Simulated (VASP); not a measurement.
Output of a VASP run:

**OUTCAR**
```
 ion  position               nearest neighbor table
   1  0.000  0.000  0.250-   3 1.42   3 1.42   3 1.42
   2  0.000  0.000  0.750-   4 1.42   4 1.42   4 1.42
   3  0.333  0.667  0.250-   1 1.42   1 1.42   1 1.42
   4  0.667  0.333  0.750-   2 1.42   2 1.42   2 1.42
  LATTYP: Found a hexagonal cell.
 ALAT       =     2.4614328082
 C/A-ratio  =     2.9222656628
 Subroutine PRICEL returns:
 Original cell was already a primitive cell.
 Subroutine GETGRP returns: Found 24 space group operations
The static configuration has the point symmetry D_3d.
 The point group associated with its full space group is D_6h.
The dynamic configuration has the point symmetry D_3d.
 Subroutine INISYM returns: Found 24 space group operations
 Subroutine IBZKPT returns following result:
 Found     24 irreducible k-points:

 Following reciprocal coordinates:
            Coordinates               Weight
  0.000000  0.000000  0.000000      1.000000
  0.111111  0.000000  0.000000      6.000000
  0.222222  0.000000  0.000000      6.000000
  0.333333  0.000000  0.000000      6.000000
  0.444444  0.000000  0.000000      6.000000
  0.111111  0.111111  0.000000      6.000000
  0.222222  0.111111  0.000000     12.000000
  0.333333  0.111111  0.000000     12.000000
  0.444444  0.111111  0.000000      6.000000
  0.222222  0.222222  0.000000      6.000000
  0.333333  0.222222  0.000000     12.000000
  0.333333  0.333333  0.000000      2.000000
  0.000000  0.000000  0.333333      2.000000
  0.111111  0.000000  0.333333     12.000000
  0.222222  0.000000  0.333333     12.000000
  0.333333  0.000000  0.333333     12.000000
  0.444444  0.000000  0.333333     12.000000
  0.111111  0.111111  0.333333     12.000000
  0.222222  0.111111  0.333333     24.000000
  0.333333  0.111111  0.333333     24.000000
  0.444444  0.111111  0.333333     12.000000
  0.222222  0.222222  0.333333     12.000000
  0.333333  0.222222  0.333333     24.000000
  0.333333  0.333333  0.333333      4.000000
   k-points           NKPTS =     24   k-points in BZ     NKDIM =     24   number of bands    NBANDS=     12
   number of dos      NEDOS =    301   number of ions     NIONS =      4
   total plane-waves  NPLWV =  17496
   dimension x,y,z NGX =    18 NGY =   18 NGZ =   54
   dimension x,y,z NGXF=    36 NGYF=   36 NGZF=  108
   ions per type =               4
   PREC   = accura    normal or accurate (medium, high low for compatibility)
   ISTART =      0    job   : 0-new  1-cont  2-samecut
   ICHARG =      2    charge: 1-file 2-atom 10-const
   ISPIN  =      1    spin polarized calculation?
   LNONCOLLINEAR =      F non collinear calculations
   LSORBIT =      F    spin-orbit coupling
   INIWAV =      1    electr: 0-lowe 1-rand  2-diag
   ENCUT  =  520.0 eV  38.22 Ry    6.18 a.u.   4.58  4.58 13.37*2*pi/ulx,y,z
   NELM   =    100;   NELMIN=  2; NELMDL= -5     # of ELM steps
   EDIFF  = 0.1E-05   stopping-criterion for ELM
   LREAL  =      F    real-space projection
   NLSPLINE    = F    spline interpolate recip. space projectors
   LMAXMIX     =    2 max onsite mixed and CHGCAR
   VOSKOWN=      0    Vosko Wilk Nusair interpolation
   EDIFFG = -.2E-01   stopping-criterion for IOM
   NSW    =     60    number of steps for IOM
   NBLOCK =      1;   KBLOCK =     60    inner block; outer block
   IBRION =      2    ionic relax: 0-MD 1-quasi-New 2-CG
   NFREE  =      1    steps in history (QN), initial steepest desc. (CG)
   ISIF   =      3    stress and relaxation
   ISYM   =      2    0-nonsym 1-usesym 2-fastsym
   TEIN   =    0.0    initial temperature
   TEBEG  =    0.0;   TEEND  =   0.0 temperature during run
   SMASS  =  -3.00    Nose mass-parameter (am)
   PSTRESS=    0.0 pullay stress
   NELECT =      16.0000    total number of electrons
   EFERMI =   0.00;   METHOD = LEGACY
   ISMEAR =     0;   SIGMA  =   0.05  broadening in eV -4-tet -1-fermi 0-gaus
   IALGO  =     38    algorithm
   LDIAG  =      T    sub-space diagonalisation (order eigenvalues)
...
```

**OSZICAR**
```
...
DAV:   3    -0.397302082751E+02    0.21500E-01   -0.70404E-02   664   0.187E+00    0.119E-01
DAV:   4    -0.397317233875E+02   -0.15151E-02   -0.28771E-03   584   0.562E-01    0.613E-02
DAV:   5    -0.397290915466E+02    0.26318E-02   -0.17889E-03   580   0.520E-01    0.310E-02
DAV:   6    -0.397316019937E+02   -0.25104E-02   -0.20586E-03   576   0.546E-01    0.154E-02
DAV:   7    -0.397319001879E+02   -0.29819E-03   -0.86727E-05   636   0.114E-01    0.673E-03
DAV:   8    -0.397319211745E+02   -0.20987E-04   -0.24785E-05   644   0.660E-02    0.175E-03
DAV:   9    -0.397319471005E+02   -0.25926E-04   -0.10163E-05   592   0.441E-02    0.107E-03
DAV:  10    -0.397319508357E+02   -0.37353E-05   -0.25210E-06   636   0.196E-02    0.436E-04
DAV:  11    -0.397319521530E+02   -0.13173E-05   -0.22856E-07   416   0.619E-03    0.227E-04
DAV:  12    -0.397319519009E+02    0.25212E-06   -0.28349E-08   336   0.231E-03
   7 F= -.39731952E+02 E0= -.39731277E+02  d E =-.283243E-02
       N       E                     dE             d eps       ncg     rms          rms(c)
DAV:   1    -0.397379826124E+02   -0.60305E-02   -0.25896E-01   576   0.423E+00    0.327E-01
DAV:   2    -0.397340975452E+02    0.38851E-02   -0.59803E-03   600   0.632E-01    0.185E-01
DAV:   3    -0.397317760375E+02    0.23215E-02   -0.72802E-03   656   0.595E-01    0.387E-02
DAV:   4    -0.397320624624E+02   -0.28642E-03   -0.25134E-04   588   0.162E-01    0.228E-02
DAV:   5    -0.397317099816E+02    0.35248E-03   -0.10357E-04   584   0.133E-01    0.977E-03
DAV:   6    -0.397320225811E+02   -0.31260E-03   -0.19414E-04   576   0.171E-01    0.566E-03
DAV:   7    -0.397320616455E+02   -0.39064E-04   -0.11987E-05   600   0.422E-02    0.247E-03
DAV:   8    -0.397320628994E+02   -0.12539E-05   -0.13850E-06   564   0.158E-02    0.857E-04
DAV:   9    -0.397320632774E+02   -0.37793E-06   -0.12716E-06   504   0.156E-02
   8 F= -.39732063E+02 E0= -.39731385E+02  d E =-.294381E-02
       N       E                     dE             d eps       ncg     rms          rms(c)
DAV:   1    -0.397330767035E+02   -0.10138E-02   -0.41600E-02   576   0.176E+00    0.120E-01
DAV:   2    -0.397323460868E+02    0.73062E-03   -0.93656E-04   636   0.251E-01    0.722E-02
DAV:   3    -0.397320031521E+02    0.34293E-03   -0.10275E-03   648   0.257E-01    0.144E-02
DAV:   4    -0.397321425055E+02   -0.13935E-03   -0.11084E-04   608   0.126E-01    0.113E-02
DAV:   5    -0.397320735359E+02    0.68970E-04   -0.84463E-05   604   0.118E-01    0.775E-03
DAV:   6    -0.397321931058E+02   -0.11957E-03   -0.34615E-05   580   0.732E-02    0.179E-03
DAV:   7    -0.397321940522E+02   -0.94639E-06   -0.39947E-07   520   0.818E-03
   9 F= -.39732194E+02 E0= -.39731517E+02  d E =-.130775E-03
       N       E                     dE             d eps       ncg     rms          rms(c)
DAV:   1    -0.397322920491E+02   -0.98943E-04   -0.34254E-03   576   0.505E-01    0.345E-02
DAV:   2    -0.397322337531E+02    0.58296E-04   -0.74637E-05   636   0.709E-02    0.208E-02
DAV:   3    -0.397322072198E+02    0.26533E-04   -0.85676E-05   648   0.732E-02    0.404E-03
DAV:   4    -0.397322177585E+02   -0.10539E-04   -0.72541E-06   608   0.337E-02    0.357E-03
DAV:   5    -0.397322124763E+02    0.52822E-05   -0.57180E-06   596   0.300E-02    0.143E-03
DAV:   6    -0.397322207166E+02   -0.82403E-05   -0.21618E-06   568   0.176E-02    0.450E-04
DAV:   7    -0.397322205219E+02    0.19467E-06   -0.31906E-08   372   0.239E-03
  10 F= -.39732221E+02 E0= -.39731543E+02  d E =-.157245E-03
```

File OUTCAR:
```
------------------------ aborting loop because EDIFF is reached ----------------------------------------
  FORCE on cell =-STRESS in cart. coord.  units (eV):
  Direction    XX          YY          ZZ          XY          YZ          ZX
  --------------------------------------------------------------------------------------
  Total       -0.0016832     -0.0016832     -0.0034578      0.0000000     -0.0000000      0.0000000
  in kB       -0.0742929     -0.0742928     -0.1526167      0.0000000     -0.0000000      0.0000000
  external PRESSURE =      -0.1004008 kB  Pullay stress =       0.0000000 kB
  volume of cell :       36.30
      direct lattice vectors                 reciprocal lattice vectors
     1.229055483 -2.128786049  0.000000000     0.406816460 -0.234875647 -0.000000000
     1.229055483  2.128786049  0.000000000     0.406816460  0.234875647 -0.000000000
     0.000000000  0.000000000  6.937034543    -0.000000000 -0.000000000  0.144153816
 POSITION                                       TOTAL-FORCE (eV/Angst)
 -----------------------------------------------------------------------------------
      0.00000     -0.00000      1.73426        -0.000000      0.000000      0.000000
      0.00000      0.00000      5.20278         0.000000     -0.000000      0.000000
      1.22906      0.70960      1.73426        -0.000000     -0.000000     -0.000000
      1.22906     -0.70960      5.20278         0.000000      0.000000     -0.000000
 -----------------------------------------------------------------------------------
    total drift:                                0.000000     -0.000000      0.000000
  FREE ENERGIE OF THE ION-ELECTRON SYSTEM (eV)
  ---------------------------------------------------
  free  energy   TOTEN  =       -39.7322205219 eV

  energy  without entropy=      -39.7308653355  energy(sigma->0) =      -39.73154293

 reached required accuracy - stopping structural energy minimisation
```
(Selected blocks of OUTCAR.)

**POSCAR**
```
C
1
    1.2307166181    -2.1316632181     0.0000000000
    1.2307166181     2.1316632181     0.0000000000
    0.0000000000    -0.0000000000     7.1929605768
C
4
Direct
  0.0000000000   0.0000000000   0.2500000000
  0.0000000000   0.0000000000   0.7500000000
  0.3333330000   0.6666670000   0.2500000000
  0.6666670000   0.3333330000   0.7500000000
```

### Question
Reconstruct the remaining input files.

### Answer
This is not unique; one that fits is the input of the run itself, r2SCAN meta-GGA, plane waves, VASP's PBE PAW potentials (set 64).

**INCAR**
```
# general
SYSTEM   =  C
PREC     =  Accurate
ENCUT    =  520   # plane-wave cut-off (eV)
LREAL    =  F
LASPH    =  T   # aspherical one-centre terms

# electronic loop
EDIFF    =  1E-6   # SCF stop (eV)
NELM     =  100
ALGO     =  Normal
LMIXTAU  =  T

# smearing
ISMEAR   =  0
SIGMA    =  0.05

# functional
METAGGA  =  R2SCAN

# ions
IBRION   =  2
NSW      =  60   # most ionic steps
ISIF     =  3
EDIFFG   =  -0.02   # ionic stop

# output
LWAVE    =  F
LCHARG   =  F
```

File KPOINTS:
```
kpoints
0
Gamma
9 9 3
0 0 0
```

POTCAR, in this order: C (PBE.64 set). Program: vasp_std.

Energy and stress use the plane-wave basis of the starting cell.

The compound is C in the graphite structure. This run relaxes it. Symmetry was kept, so distortions that lower it aren't found. The k-mesh is coarse (spacing up to 0.33 per Å, 2π included), so the numbers may not be converged in it. The start is the result of an earlier pass.
